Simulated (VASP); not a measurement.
All values below come from PBE GGA with D4 dispersion, VASP's PBE PAW potentials (set 64) (plane waves; VASP).

VASP input:

**INCAR**
```
SYSTEM = BP
PREC = Accurate
ENCUT = 520
EDIFF = 1E-7
NELM = 100
ALGO = Normal
LREAL = .FALSE.
LASPH = .TRUE.
ISMEAR = 0
SIGMA = 0.05
GGA = PE
IVDW = 13
LWAVE = .FALSE.
LCHARG = .FALSE.
ISIF = 2
```

**POSCAR**
```
BP
1
    0.0000000000     2.2049533314     2.2049533314
    2.2049533314     0.0000000000     2.2049533314
    2.2049533314     2.2049533314     0.0000000000
B P
1 1
Direct
  0.0000000000   0.0000000000   0.0000000000
  0.2500000000   0.2500000000   0.2500000000
```

KPOINTS:
```
Automatic mesh
0
Gamma
10 10 10
0 0 0
```

POTCAR, in this order: B P (PBE.64 set). Program: vasp_std.

What VASP printed:

**OSZICAR**
```
       N       E                     dE             d eps       ncg     rms          rms(c)
DAV:   1     0.115496978481E+02    0.11550E+02   -0.44110E+03   760   0.930E+02
DAV:   2    -0.134636485876E+02   -0.25013E+02   -0.24217E+02  1152   0.118E+02
DAV:   3    -0.137290811710E+02   -0.26543E+00   -0.26543E+00   864   0.158E+01
DAV:   4    -0.137297202374E+02   -0.63907E-03   -0.63907E-03  1216   0.780E-01
DAV:   5    -0.137297204291E+02   -0.19161E-06   -0.19159E-06   944   0.119E-02    0.816E+00
DAV:   6    -0.129539224893E+02    0.77580E+00   -0.19414E+00   848   0.801E+00    0.442E+00
DAV:   7    -0.128336307923E+02    0.12029E+00   -0.36358E-01  1168   0.370E+00    0.141E+00
DAV:   8    -0.128247303935E+02    0.89004E-02   -0.30754E-02   792   0.125E+00    0.250E-01
DAV:   9    -0.128250308449E+02   -0.30045E-03   -0.46992E-04  1104   0.211E-01    0.152E-01
DAV:  10    -0.128252124579E+02   -0.18161E-03   -0.25827E-04   848   0.130E-01    0.261E-02
DAV:  11    -0.128252226862E+02   -0.10228E-04   -0.12244E-05  1080   0.312E-02    0.360E-02
DAV:  12    -0.128252234026E+02   -0.71643E-06   -0.28415E-06   840   0.115E-02    0.903E-03
DAV:  13    -0.128252233288E+02    0.73797E-07   -0.71406E-08   664   0.219E-03
   1 F= -.13595150E+02 E0= -.13595150E+02  d E =-.458803E-17
```

### OUTCAR
```
------------------------ aborting loop because EDIFF is reached ----------------------------------------
  Edisp (eV):   -0.76993
  FORCE on cell =-STRESS in cart. coord.  units (eV):
  Direction    XX          YY          ZZ          XY          YZ          ZX
  --------------------------------------------------------------------------------------
  Total       1.59193     1.59193     1.59193     0.00000     0.00000     0.00000
  in kB     118.96123   118.96123   118.96123     0.00000     0.00000     0.00000
  external pressure =      118.96 kB  Pullay stress =        0.00 kB
  volume of cell :       21.44
      direct lattice vectors                 reciprocal lattice vectors
     0.000000000  2.204953331  2.204953331    -0.226762169  0.226762169  0.226762169
     2.204953331  0.000000000  2.204953331     0.226762169 -0.226762169  0.226762169
     2.204953331  2.204953331  0.000000000     0.226762169  0.226762169 -0.226762169
  FREE ENERGIE OF THE ION-ELECTRON SYSTEM (eV)
  ---------------------------------------------------
  free  energy   TOTEN  =       -13.5951495487 eV

  energy  without entropy=      -13.5951495487  energy(sigma->0) =      -13.59514955
```
(Selected blocks of OUTCAR.)

The compound is BP in the zinc blende structure. This cell is one point of a volume scan, at 0.94 of the reference volume.
